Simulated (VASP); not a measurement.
All values below come from revTPSS meta-GGA, VASP's PBE PAW potentials (set 64) (plane waves; VASP).

VASP input:

**KPOINTS**
```
Automatic mesh
0
Gamma
16 16 16
0 0 0
```

INCAR:
```
# general
SYSTEM  = HfN
PREC    = Accurate
ENCUT   = 520   # plane-wave cut-off (eV)
LREAL   = F
LASPH   = T

# electronic loop
EDIFF   = 1E-7
NELM    = 100
ALGO    = Normal   # blocked Davidson
LMAXMIX = 6
LMIXTAU = T

# smearing
ISMEAR  = -5   # tetrahedra, Bloechl

# functional
METAGGA = RTPSS

# ions
ISIF    = 2   # forces and stress, cell fixed

# output
LWAVE   = F
LCHARG  = F
LORBIT  = 11   # lm-projected
NEDOS   = 601
```

### POSCAR
```
HfN
1
    0.0000000000     2.2554053147     2.2554053147
    2.2554053147     0.0000000000     2.2554053147
    2.2554053147     2.2554053147     0.0000000000
Hf N
1 1
Direct
  0.0000000000   0.0000000000   0.0000000000
  0.5000000000   0.5000000000   0.5000000000
```

KPOINTS_OPT:
```
k-points along high-symmetry lines
10
Line-mode
Reciprocal
  0.000000   0.000000   0.000000 ! GAMMA
  0.500000   0.000000   0.500000 ! X

  0.500000   0.000000   0.500000 ! X
  0.625000   0.250000   0.625000 ! U

  0.375000   0.375000   0.750000 ! K
  0.000000   0.000000   0.000000 ! GAMMA

  0.000000   0.000000   0.000000 ! GAMMA
  0.500000   0.500000   0.500000 ! L

  0.500000   0.500000   0.500000 ! L
  0.500000   0.250000   0.750000 ! W

  0.500000   0.250000   0.750000 ! W
  0.500000   0.000000   0.500000 ! X
```

POTCAR, in this order: Hf_pv N (PBE.64 set). Program: vasp_std.

The resulting files:

### OSZICAR
```
       N       E                     dE             d eps       ncg     rms          rms(c)
DAV:   1     0.120565727390E+03    0.12057E+03   -0.95844E+03  3238   0.156E+03
DAV:   2     0.329007176913E+02   -0.87665E+02   -0.82079E+02  4498   0.373E+02
DAV:   3     0.286467636985E+02   -0.42540E+01   -0.41803E+01  4454   0.663E+01
DAV:   4     0.285486408901E+02   -0.98123E-01   -0.97696E-01  4773   0.961E+00
DAV:   5     0.285467401365E+02   -0.19008E-02   -0.18955E-02  4487   0.991E-01    0.590E+01
DAV:   6     0.140497651230E+02   -0.14497E+02   -0.19319E+01  3287   0.518E+01    0.365E+01
DAV:   7     0.175784825163E+02    0.35287E+01   -0.60131E+00  3720   0.272E+01    0.186E+01
DAV:   8     0.146031112557E+02   -0.29754E+01   -0.97165E+00  3477   0.287E+01    0.625E+00
DAV:   9     0.133843449330E+02   -0.12188E+01   -0.71589E-01  3285   0.994E+00    0.461E+00
DAV:  10     0.139410916927E+02    0.55675E+00   -0.22579E+00  3667   0.121E+01    0.881E+00
DAV:  11     0.140935605652E+02    0.15247E+00   -0.99148E-02  3524   0.350E+00    0.979E+00
DAV:  12     0.134304368685E+02   -0.66312E+00   -0.68044E-01  3684   0.867E+00    0.154E+00
DAV:  13     0.134318121408E+02    0.13753E-02   -0.18387E-02  3632   0.122E+00    0.102E+00
DAV:  14     0.134328097270E+02    0.99759E-03   -0.11738E-02  3764   0.811E-01    0.760E-01
DAV:  15     0.134322012557E+02   -0.60847E-03   -0.39369E-04  3537   0.290E-01    0.489E-01
DAV:  16     0.134321186676E+02   -0.82588E-04   -0.14073E-04  3292   0.159E-01    0.168E-01
DAV:  17     0.134320267162E+02   -0.91951E-04   -0.87720E-05  3750   0.844E-02    0.159E-01
DAV:  18     0.134320645197E+02    0.37803E-04   -0.14156E-04  3961   0.848E-02    0.205E-02
DAV:  19     0.134320597276E+02   -0.47920E-05   -0.66183E-06  3485   0.263E-02    0.368E-02
DAV:  20     0.134320616365E+02    0.19088E-05   -0.25955E-06  3894   0.128E-02    0.101E-02
DAV:  21     0.134320637555E+02    0.21191E-05   -0.97027E-07  3821   0.842E-03    0.770E-03
DAV:  22     0.134320644565E+02    0.70094E-06   -0.38918E-07  3599   0.459E-03    0.254E-03
DAV:  23     0.134320650854E+02    0.62896E-06   -0.46573E-08  1772   0.224E-03    0.958E-04
DAV:  24     0.134320650763E+02   -0.90763E-08   -0.11710E-08  1736   0.106E-03
   1 F= 0.13432065E+02 E0= 0.13432065E+02  d E =0.000000E+00
       N       E                     dE             ncg
```

### OUTCAR
```
------------------------ aborting loop because EDIFF is reached ----------------------------------------
  FORCE on cell =-STRESS in cart. coord.  units (eV):
  Direction    XX          YY          ZZ          XY          YZ          ZX
  --------------------------------------------------------------------------------------
  Total        0.0000903      0.0000903      0.0000903     -0.0000000     -0.0000000      0.0000000
  in kB        0.0063075      0.0063075      0.0063075     -0.0000000     -0.0000000      0.0000000
  external PRESSURE =       0.0063075 kB  Pullay stress =       0.0000000 kB
  volume of cell :       22.95
      direct lattice vectors                 reciprocal lattice vectors
     0.000000000  2.255405315  2.255405315    -0.221689643  0.221689643  0.221689643
     2.255405315  0.000000000  2.255405315     0.221689643 -0.221689643  0.221689643
     2.255405315  2.255405315  0.000000000     0.221689643  0.221689643 -0.221689643
 POSITION                                       TOTAL-FORCE (eV/Angst)
 -----------------------------------------------------------------------------------
      0.00000      0.00000      0.00000        -0.000000     -0.000000      0.000000
      2.25541      2.25541      2.25541         0.000000      0.000000      0.000000
 -----------------------------------------------------------------------------------
    total drift:                                0.000000     -0.000000     -0.000000
  FREE ENERGIE OF THE ION-ELECTRON SYSTEM (eV)
  ---------------------------------------------------
  free  energy   TOTEN  =        13.4320650763 eV

  energy  without entropy=       13.4320650763  energy(sigma->0) =       13.43206508

 total charge

# of ion       s       p       d       tot
------------------------------------------
    1        0.289   6.568   1.771   8.629
    2        1.252   2.517   0.000   3.769
--------------------------------------------------
tot          1.541   9.086   1.771  12.398
```
(Selected blocks of OUTCAR.)

OUTCAR:
```
 val. band max:        8.3450918170   @ k =   0.0625   0.0625   0.0000

 cond. band min:       8.3190303718   @ k =   0.3750   0.1250   0.0000


 Fermi energy:         8.3534035601

 k-point     1 :       0.0000    0.0000    0.0000
  band No.  band energies     occupation
      1     -23.0350      2.00000
      2     -23.0350      2.00000
      3     -23.0350      2.00000
      4      -9.6436      2.00000
      5       5.3119      2.00000
      6       5.3119      2.00000
      7       5.3119      2.00000
      8       7.9674      2.00000
      9       7.9674      2.00000
     10       7.9674      2.00000
     11      10.0923      0.00000

 k-point     2 :       0.0625    0.0000    0.0000
  band No.  band energies     occupation
      1     -23.0767      2.00000
      2     -23.0384      2.00000
      3     -23.0384      2.00000
      4      -9.5529      2.00000
      5       4.8865      2.00000
      6       5.0747      2.00000
      7       5.0747      2.00000
      8       8.0828      2.00000
      9       8.1060      2.03480
     10       8.1060      1.69420
     11      10.3993      0.00000

 k-point     3 :       0.1250    0.0000    0.0000
  band No.  band energies     occupation
      1     -23.1931      2.00000
      2     -23.0479      2.00000
      3     -23.0479      2.00000
      4      -9.2925      2.00000
      5       3.9435      2.00000
      6       4.5232      2.00000
      7       4.5232      2.00000
      8       8.2739      1.93931
      9       8.4694      0.16433
     10       8.4694      0.04853
     11      11.1741      0.00000

 k-point     4 :       0.1875    0.0000    0.0000
  band No.  band energies     occupation
      1     -23.3619      2.00000
      2     -23.0622      2.00000
      3     -23.0622      2.00000
      4      -8.8953      2.00000
      5       2.8558      2.00000
      6       3.8860      2.00000
      7       3.8860      2.00000
      8       8.5118      0.37206
      9       9.0056      0.00000
...
```

For a metal the tetrahedron method with Blöchl corrections gives inexact stress and forces. Unless said otherwise, spin-orbit coupling is left out, though it shifts the bands of the heavy elements here.

The compound is HfN in the rock salt structure. It was relaxed first. The electron count is odd and the run is not spin-polarised, which forces a metal.
